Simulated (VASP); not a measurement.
# Li4GeN2 (R-3m) in VASP: settings compared

The runs below take Li4GeN2 through relaxation of cell and atoms, single point, with PBE, r2SCAN.

Everything below comes from runs of VASP 6.6.1. Logs are shortened: lines on timing, memory, paths and dates and some standing lists are left out, and cuts for length are marked.

## (1) The structure

It takes space group R-3m (No. 166, trigonal). Conventional cell: a = 3.562 Å, b = 3.562 Å, c = 19.590 Å, α = 90.00°, β = 90.00°, γ = 120.00°. Li (site symmetry 3m) has 4 N at 2.05 to 2.16 Å and 3 Li at 2.31 Å as nearest neighbours. Li (site symmetry 3m) is surrounded by 3 N at 2.09 Å and 3 Li at 2.31 Å. Around Ge (site symmetry -3m) lie 2 N at 1.90 Å. Around N (site symmetry 3m) lie 1 Ge at 1.90 Å and 7 Li at 2.05 to 2.16 Å.

The cell was built by a generator and needn't be a form met in nature.

## (2) Relaxation of cell and atoms, PBE

INCAR reads:

```
SYSTEM = Li4GeN2
PREC = Accurate ; ENCUT = 520
EDIFF = 1E-6 ; ISMEAR = 0
SIGMA = 0.1 ; LREAL = .False.
LASPH = .True. ; NELM = 120
ALGO = Normal ; ISIF = 3
LWAVE = .False. ; LCHARG = .False.
GGA = PE ; IBRION = 2
NSW = 90 ; EDIFFG = -0.01
KPAR = 4
```

KPOINTS reads:

```
regular mesh
0
Gamma
  10 10 10
  0 0 0
```

POSCAR reads:

```
Li4GeN2
1.0
    1.7810470900      1.0282880200      6.5300000100
   -1.7810470900      1.0282880200      6.5300000100
    0.0000000000     -2.0565760400      6.5300000100
Li Ge N
4 1 2
Direct
    0.2017866300      0.2017866300      0.2017866300
    0.7982133700      0.7982133700      0.7982133700
    0.4109239400      0.4109239400      0.4109239400
    0.5890760600      0.5890760600      0.5890760600
    0.0000000000      0.0000000000      0.0000000000
    0.9029606900      0.9029606900      0.9029606900
    0.0970393100      0.0970393100      0.0970393100
```

Potentials or basis: VASP PAW PBE potentials, release 64 (Li_sv, Ge_d, N).

Started as:

```sh
> cat potpaw_PBE.64/Li_sv/POTCAR potpaw_PBE.64/Ge_d/POTCAR potpaw_PBE.64/N/POTCAR > POTCAR
> mpirun -np 4 vasp_std > vasp.out
```

OUTCAR:

```text
SYSTEM = Li4GeN2
   PREC = Accurate
   ENCUT = 520
   EDIFF = 1E-6
   ISMEAR = 0
   LREAL = .False.
   LASPH = .True.
   NELM = 120
   ISIF = 3
   GGA = PE
   IBRION = 2
   NSW = 90
   EDIFFG = -0.01

 ion  position               nearest neighbor table
   1  0.202  0.202  0.202-   7 2.05   6 2.16   6 2.16   6 2.16   4 2.31   4 2.31   4 2.31   2 2.47
                             2 2.47   2 2.47
   2  0.798  0.798  0.798-   6 2.05   7 2.16   7 2.16   7 2.16   3 2.31   3 2.31   3 2.31   1 2.47
                             1 2.47   1 2.47
   3  0.411  0.411  0.411-   7 2.09   7 2.09   7 2.09   2 2.31   2 2.31   2 2.31   5 2.56   5 2.56
                             5 2.56
   4  0.589  0.589  0.589-   6 2.09   6 2.09   6 2.09   1 2.31   1 2.31   1 2.31   5 2.56   5 2.56
                             5 2.56
   5  0.000  0.000  0.000-   6 1.90   7 1.90   4 2.56   4 2.56   3 2.56   3 2.56   4 2.56   3 2.56

   6  0.903  0.903  0.903-   5 1.90   2 2.05   4 2.09   4 2.09   4 2.09   1 2.16   1 2.16   1 2.16

   7  0.097  0.097  0.097-   5 1.90   1 2.05   3 2.09   3 2.09   3 2.09   2 2.16   2 2.16   2 2.16

  LATTYP: Found a trigonal (rhomboedric) cell.
 ALAT       =     6.8461963980
 COS(alpha) =     0.8646425717

  Lattice vectors:

 A1 = (   1.7810470900,   1.0282880200,   6.5300000100)
 A2 = (  -1.7810470900,   1.0282880200,   6.5300000100)
 A3 = (   0.0000000000,  -2.0565760400,   6.5300000100)

Analysis of symmetry for initial positions (statically):
=====================================================================
 Subroutine PRICEL returns:
 Original cell was already a primitive cell.

 Routine SETGRP: Setting up the symmetry group for a
 trigonal (rhombohedral) supercell.

 Subroutine GETGRP returns: Found 12 space group operations
 (whereof 12 operations were pure point group operations)
 out of a pool of 12 trial point group operations.

The static configuration has the point symmetry D_3d.

Analysis of symmetry for dynamics (positions and initial velocities):
=====================================================================
 Subroutine PRICEL returns:
 Original cell was already a primitive cell.

 Routine SETGRP: Setting up the symmetry group for a
 trigonal (rhombohedral) supercell.

 Subroutine GETGRP returns: Found 12 space group operations
 (whereof 12 operations were pure point group operations)
 out of a pool of 12 trial point group operations.

The dynamic configuration has the point symmetry D_3d.

 Subroutine INISYM returns: Found 12 space group operations
 (whereof 12 operations are pure point group operations),
 and found     1 'primitive' translations
[... 117 lines left out ...]
   NUPDOWN=      -1.0000    fix difference up-down
   EMIN   =  10.00;   EMAX   =-10.00  energy-range for DOS
   EFERMI =   0.00;   METHOD = LEGACY
   ISMEAR =     0;   SIGMA  =   0.10  broadening in eV -4-tet -1-fermi 0-gaus
   EFERMI_NEDOS =   21; number of points for ismear=-14 and -15
   IALGO  =     38    algorithm
   IMIX   =      4    mixing-type and parameters
     AMIX     =   0.40;   BMIX     =  1.00
     AMIX_MAG =   1.60;   BMIX_MAG =  1.00
  volume/ion in A,a.u.               =      10.25        69.18
  Fermi-wavevector in a.u.,A,eV,Ry     =   1.300841  2.458233 23.023597  1.692187
  Thomas-Fermi vector in A             =   2.432013
   LORBIT       =      0    0 simple, 1 ext, 2 COOP (PROOUT), +10 PAW based schemes
   GGA     = PE    functional components
   LHFCALC =     F    Hartree Fock is set to
   AEXX    =    0.0000 exact exchange contribution
   IVDW    =     0    specifies the selected vdW correction
   LEPSILON=     F    determine dielectric tensor
   LRPA    =     F    only Hartree local field effects (RPA)
 conjugate gradient relaxation of ions
 non-spin polarized calculation
 Gauss-broadening in eV      SIGMA  =   0.10
  energy-cutoff  :      520.00
  volume of cell :       71.76
 maximum number of plane-waves:      1987
 NGX is ok and might be reduce to    54
   NGX = 25   NGY = 25   NGZ = 25

--------------------------------------- Ionic step        1  -------------------------------------------

 number of electron      36.0000006 magnetization

 Free energy of the ion-electron system (eV)
  ---------------------------------------------------
  ext. energy  EPLUGINS =         0.00000000
  ---------------------------------------------------
  free energy    TOTEN  =       -30.84670321 eV

  energy without entropy =      -30.84534715  energy(sigma->0) =      -30.84602518

------------------------ aborting loop because EDIFF is reached ----------------------------------------

  FORCE on cell =-STRESS in cart. coord.  units (eV):
  Direction    XX          YY          ZZ          XY          YZ          ZX
  --------------------------------------------------------------------------------------
  -------------------------------------------------------------------------------------
  Total        0.0394457      0.0394457      0.0126710      0.0000000      0.0000000      0.0000000
  in kB        0.8807560      0.8807560      0.2829231      0.0000000      0.0000000      0.0000000
  external PRESSURE =       0.6814784 kB  Pullay stress =       0.0000000 kB
[... 192 lines left out ...]
--------------------------------------- Ionic step        6  -------------------------------------------

 number of electron      36.0000006 magnetization

 Free energy of the ion-electron system (eV)
  ---------------------------------------------------
  ext. energy  EPLUGINS =         0.00000000
  ---------------------------------------------------
  free energy    TOTEN  =       -30.84778588 eV

  energy without entropy =      -30.84646806  energy(sigma->0) =      -30.84712697

 E-fermi :   4.3746     XC(G=0): -10.0717

 val. band max:        4.3501086876   @ k =   0.5000   0.5000   0.4000
 cond. band min:       4.4074448542   @ k =   0.5000   0.5000   0.5000
 fundamental gap:      0.0573361666
 Fermi energy:         4.3746211532

 k-point     1 :       0.0000    0.0000    0.0000
  band No.  band energies     occupation
      1     -41.0521      2.00000
      2     -40.9945      2.00000
      3     -40.8782      2.00000
      4     -40.8417      2.00000
      5     -20.5916      2.00000
      6     -20.5916      2.00000
[... 589 lines left out ...]
     21       8.6883      0.00000
     22      10.3500      0.00000

 [... further k-points ...]

------------------------ aborting loop because EDIFF is reached ----------------------------------------

  FORCE on cell =-STRESS in cart. coord.  units (eV):
  Direction    XX          YY          ZZ          XY          YZ          ZX
  --------------------------------------------------------------------------------------
  -------------------------------------------------------------------------------------
  Total       -0.0138599     -0.0138599      0.0179195     -0.0000000     -0.0000000      0.0000000
  in kB       -0.3093790     -0.3093790      0.3999967     -0.0000000     -0.0000000      0.0000000
  external PRESSURE =      -0.0729204 kB  Pullay stress =       0.0000000 kB
[... 22 lines left out ...]
  FREE ENERGIE OF THE ION-ELECTRON SYSTEM (eV)
  ---------------------------------------------------
  free  energy   TOTEN  =       -30.8477858789 eV

  energy  without entropy=      -30.8464680551  energy(sigma->0) =      -30.84712697

 reached required accuracy - stopping structural energy minimisation
```

Wall time 5.8 min (4 MPI ranks of AMD EPYC 9R45 (Zen 5), shared host); peak memory 0.52 GiB.

The run converged, but some of its settings lie outside the range that counts as converged, so its numbers aren't taken as properties of the crystal.

What came out:

| Property | Result |
| --- | --- |
| Free energy | -30.8478 eV |
| Relaxed volume | 10.25 Å³/atom |
| Relaxed cell | a = 6.837 Å, b = 6.837 Å, c = 6.837 Å, α = 30.23°, β = 30.23°, γ = 30.23° |
| Space group after relaxing (to 0.05 Å) | R-3m (No. 166) |
| Energy gained by relaxing | 0.2 meV/atom |
| Ionic steps | 6 |
| Largest force after relaxing | 0.009 eV/Å |
| Band gap on the k mesh | none (metal or under the smearing width) |

Caveat: the cutoff is under 1.25 times the usual one of these potentials, so pressure, stress and relaxed cells hold a basis-set (Pulay) error.

## (3) Relaxation of cell and atoms, PBE

INCAR reads:

```
SYSTEM = Li4GeN2
PREC = Accurate ; ENCUT = 520
EDIFF = 1E-7 ; ISMEAR = 0
SIGMA = 0.1 ; LREAL = .False.
LASPH = .True. ; NELM = 120
ALGO = Normal ; ISIF = 3
LWAVE = .False. ; LCHARG = .False.
GGA = PE ; IBRION = 2
NSW = 60 ; EDIFFG = -0.005
POTIM = 0.3 ; KPAR = 4
```

KPOINTS is that of step 2.

POSCAR reads:

```
Li4GeN2                                 
1.0
    1.7826442381      1.0292101339      6.5201953698
   -1.7826442381      1.0292101339      6.5201953698
    0.0000000000     -2.0584202677      6.5201953698
  Li              Ge              N             
     4     1     2
Direct
     0.2012683747100800    0.2012683747100800    0.2012683747100800
     0.7987316252899200    0.7987316252899200    0.7987316252899200
     0.4114866978387012    0.4114866978387012    0.4114866978387012
     0.5885133021612989    0.5885133021612989    0.5885133021612989
     0.0000000000000000    0.0000000000000000    0.0000000000000000
     0.9027482307158617    0.9027482307158617    0.9027482307158617
     0.0972517692841383    0.0972517692841383    0.0972517692841383
```

Potentials or basis: VASP PAW PBE potentials, release 64 (Li_sv, Ge_d, N).

Started as:

```sh
> cat potpaw_PBE.64/Li_sv/POTCAR potpaw_PBE.64/Ge_d/POTCAR potpaw_PBE.64/N/POTCAR > POTCAR
> mpirun -np 4 vasp_std > vasp.out
```

Run time: 4.3 min. Hardware: 4 MPI ranks of AMD EPYC 9R45 (Zen 5), shared host; peak memory 0.5 GiB.

The run converged, but some of its settings lie outside the range that counts as converged, so its numbers aren't taken as properties of the crystal.

What came out:

- Free energy: -30.8478 eV
- Relaxed volume: 10.25 Å³/atom
- Relaxed cell: a = 6.840 Å, b = 6.840 Å, c = 6.840 Å, α = 30.20°, β = 30.20°, γ = 30.20°
- Space group after relaxing (to 0.05 Å): R-3m (No. 166)
- Energy gained by relaxing: 0.0 meV/atom
- Ionic steps: 4
- Largest force after relaxing: 0.005 eV/Å
- Band gap on the k mesh: none (metal or under the smearing width)

Caveat: the cutoff is under 1.25 times the usual one of these potentials, so pressure, stress and relaxed cells hold a basis-set (Pulay) error.

## (4) Single point, r2SCAN

INCAR reads:

```
PREC     = Accurate       # precision mode
ENCUT    = 520            # plane-wave cutoff, eV
EDIFF    = 1E-6           # SCF threshold, eV
ISMEAR   = 0              # smearing method
SIGMA    = 0.1            # smearing width, eV
LREAL    = F              # projectors in reciprocal space
LASPH    = T              # aspherical terms in the spheres
NELM     = 150            # most SCF steps
ALGO     = Normal         # electronic algorithm
ISIF     = 2              # what is computed and relaxed
LWAVE    = F              # write WAVECAR
LCHARG   = F              # write CHGCAR
METAGGA  = R2SCAN         # meta-GGA
LMIXTAU  = T            
NBANDS   = 27             # bands
KPAR     = 4
```

KPOINTS reads:

```
Automatic mesh
0
Gamma
  10 10 10
```

POSCAR reads:

```
Li4GeN2                                 
1.0
    1.7820957622      1.0288934712      6.5231488590
   -1.7820957622      1.0288934712      6.5231488590
   -0.0000000000     -2.0577869423      6.5231488590
  Li              Ge              N             
     4     1     2
Direct
     0.2013132877287505    0.2013132877287505    0.2013132877287505
     0.7986867122712495    0.7986867122712495    0.7986867122712495
     0.4115551683355690    0.4115551683355690    0.4115551683355690
     0.5884448316644310    0.5884448316644310    0.5884448316644310
     0.0000000000000000    0.0000000000000000    0.0000000000000000
     0.9027440525723599    0.9027440525723599    0.9027440525723599
     0.0972559474276401    0.0972559474276401    0.0972559474276401
```

Started as:

```sh
> cat potpaw_PBE.64/Li_sv/POTCAR potpaw_PBE.64/Ge_d/POTCAR potpaw_PBE.64/N/POTCAR > POTCAR
> mpirun -np 4 vasp_std > vasp.out
```

Wall time 15 min (4 MPI ranks of AMD EPYC 9R45 (Zen 5), shared host); peak memory 0.55 GiB.

Results (log left out):

```
Free energy            : -44.3627 eV
Largest force          : 0.158 eV/Å
Band gap on the k mesh : none (metal or under the smearing width)
```

Forces on the atoms (eV/Å):
```
Li   0.000  0.000  0.027
Li   0.000  0.000 -0.027
Li   0.000  0.000 -0.033
Li   0.000  0.000  0.033
Ge   0.000  0.000  0.000
N    0.000  0.000  0.158
N    0.000  0.000 -0.158
```

Levels at points of the mesh, in eV from the Fermi level:
| k point | band 15 | band 16 | band 17 | band 18 | band 19 | band 20 | band 21 | band 22 |
| --- | --- | --- | --- | --- | --- | --- | --- | --- |
| (0.00, 0.00, 0.00) | -2.20 | -1.94 | -1.94 | -1.43 | 4.90 | 4.90 | 5.46 | 5.95 |
| (0.50, 0.00, 0.00) | -3.28 | -3.03 | -2.90 | -1.35 | 0.59 | 3.28 | 4.85 | 5.60 |
| (0.50, 0.50, 0.00) | -3.83 | -3.50 | -2.26 | -0.64 | 0.75 | 2.81 | 4.04 | 6.01 |
| (0.50, 0.50, 0.50) | -2.43 | -1.65 | -1.65 | 0.05 | 4.25 | 4.64 | 4.64 | 7.17 |

Caveat: the cutoff is under 1.25 times the usual one of these potentials, so pressure, stress and relaxed cells hold a basis-set (Pulay) error; the PAW data sets were made with another functional, which shifts forces and pressure a little.
